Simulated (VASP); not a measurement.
Input:

```yaml
crystal:
  lattice:
    - [0.00000, 2.17918, 2.17918]
    - [2.17918, 0.00000, 2.17918]
    - [2.17918, 2.17918, 0.00000]
  atoms:
    - { symbol: Li, position: [0.25000, 0.25000, 0.25000] }
    - { symbol: Li, position: [0.75000, 0.75000, 0.75000] }
    - { symbol: O, position: [0.00000, 0.00000, 0.00000] }
```

Calculation: PBE GGA, VASP's PBE PAW potentials (set 64) (plane waves; VASP). Run with 620 eV cut-off, 9×9×9 Γ-centred mesh, Gaussian smearing of 0.050 eV, potentials Li_sv O.

Problem. Predict the energy per atom (σ→0), pressure.

Solution. 
```
Item                               Result
---------------------  ------------------
energy per atom (σ→0)  -454.1 kJ/mol-atom
pressure                        20.08 GPa
```

The compound is Li2O in the antifluorite structure. It was relaxed first under an external pressure of 20 GPa.
